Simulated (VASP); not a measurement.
OSZICAR of a VASP run on Sr (fcc):

File OSZICAR:
```
       N       E                     dE             d eps       ncg     rms          rms(c)
DAV:   1     0.368492232819E+02    0.36849E+02   -0.49473E+03   630   0.960E+02
DAV:   2    -0.279552593579E+00   -0.37129E+02   -0.36834E+02   700   0.166E+02
DAV:   3    -0.176417525203E+01   -0.14846E+01   -0.14776E+01   918   0.274E+01
DAV:   4    -0.182620904497E+01   -0.62034E-01   -0.61986E-01   961   0.484E+00
DAV:   5    -0.182702168822E+01   -0.81264E-03   -0.81240E-03   991   0.410E-01    0.113E+01
DAV:   6    -0.182557161367E+01    0.14501E-02   -0.60228E-03   793   0.109E+00    0.635E+00
DAV:   7    -0.182467835397E+01    0.89326E-03   -0.11234E-02   806   0.142E+00    0.266E-01
DAV:   8    -0.182467827841E+01    0.75560E-07   -0.14638E-03  1007   0.236E-01    0.999E-02
DAV:   9    -0.182469711929E+01   -0.18841E-04   -0.22634E-05   885   0.497E-02    0.400E-02
DAV:  10    -0.182470568346E+01   -0.85642E-05   -0.54808E-06   837   0.238E-02    0.168E-02
DAV:  11    -0.182470542078E+01    0.26268E-06   -0.16058E-07   390   0.381E-03
   1 F= -.18247054E+01 E0= -.18249532E+01  d E =-.182471E+01
       N       E                     dE             d eps       ncg     rms          rms(c)
DAV:   1    -0.198629506874E+01   -0.16159E+00   -0.37333E+00   789   0.159E+01    0.271E+00
DAV:   2    -0.186203408776E+01    0.12426E+00   -0.26221E-01   674   0.492E+00    0.111E+00
DAV:   3    -0.182736226124E+01    0.34672E-01   -0.24269E-01   933   0.309E+00    0.103E+00
DAV:   4    -0.183124907583E+01   -0.38868E-02   -0.57244E-03   732   0.693E-01    0.513E-01
DAV:   5    -0.183505023201E+01   -0.38012E-02   -0.64562E-03   965   0.544E-01    0.114E-01
DAV:   6    -0.183530498218E+01   -0.25475E-03   -0.72067E-04  1054   0.197E-01    0.268E-02
DAV:   7    -0.183530152579E+01    0.34564E-05   -0.23734E-05  1013   0.403E-02    0.860E-03
DAV:   8    -0.183530120534E+01    0.32045E-06   -0.27306E-06   645   0.120E-02
   2 F= -.18353012E+01 E0= -.18358804E+01  d E =-.105958E-01
       N       E                     dE             d eps       ncg     rms          rms(c)
DAV:   1    -0.191956918359E+01   -0.84268E-01   -0.20222E+00   785   0.117E+01    0.206E+00
DAV:   2    -0.185220536380E+01    0.67364E-01   -0.14520E-01   669   0.367E+00    0.823E-01
DAV:   3    -0.183318211125E+01    0.19023E-01   -0.12688E-01   930   0.224E+00    0.798E-01
DAV:   4    -0.183578389703E+01   -0.26018E-02   -0.30840E-03   730   0.514E-01    0.360E-01
DAV:   5    -0.183760873360E+01   -0.18248E-02   -0.50631E-03   908   0.465E-01    0.654E-02
DAV:   6    -0.183768591575E+01   -0.77182E-04   -0.19066E-04  1099   0.115E-01    0.213E-02
DAV:   7    -0.183768522941E+01    0.68635E-06   -0.86282E-06   726   0.316E-02
   3 F= -.18376852E+01 E0= -.18383572E+01  d E =-.129798E-01
```

Question: Which electronic solver shows in the log?

Answer: It is blocked Davidson (ALGO = Normal, or the opening steps of other solvers). The INCAR had ALGO = Normal.

Question: Can the final energy be trusted as converged?

Answer: Self-consistency was reached. It stopped with EDIFF = 1E-6, NELM = 100, NSW = 60 and EDIFFG = -0.01 after 3 ionic steps (PBEsol GGA, plane waves, VASP's PBE PAW potentials (set 64)). Energy and stress use the plane-wave basis of the starting cell.

The compound is Sr in the fcc structure. This run relaxes it. Symmetry was kept, so distortions that lower it aren't found.
